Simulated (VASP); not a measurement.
Consider the following.

```xyz
3
Lattice="2.2385 -3.8772 0.0000 2.2385 3.8772 0.0000 0.0000 0.0000 5.0541" Properties=species:S:1:pos:R:3 pbc="T T T"
Se     0.4960     0.8591     3.3694
Se     3.4849     0.0000     0.0000
Se     0.4960    -0.8591     1.6847
```

These are PBE GGA, VASP's PBE PAW potentials (set 64) (plane waves; VASP) values and carry that method's errors. Settings: 500 eV cut-off, 6×6×5 Γ-centred mesh, Gaussian smearing of 0.050 eV, potentials Se.

Without a dispersion term in the relaxation, distances and binding between the weakly bound layers, chains or molecules are unreliable, and so is what depends on them.

Question: Predict the energy per atom (σ→0).

Answer: 
```yaml
energy per atom (σ→0): -3.503 eV/atom
```

Only differences to runs with the same potentials and settings are physical.

The compound is Se in the trig structure. It was relaxed first, which changed the volume by +7 %.
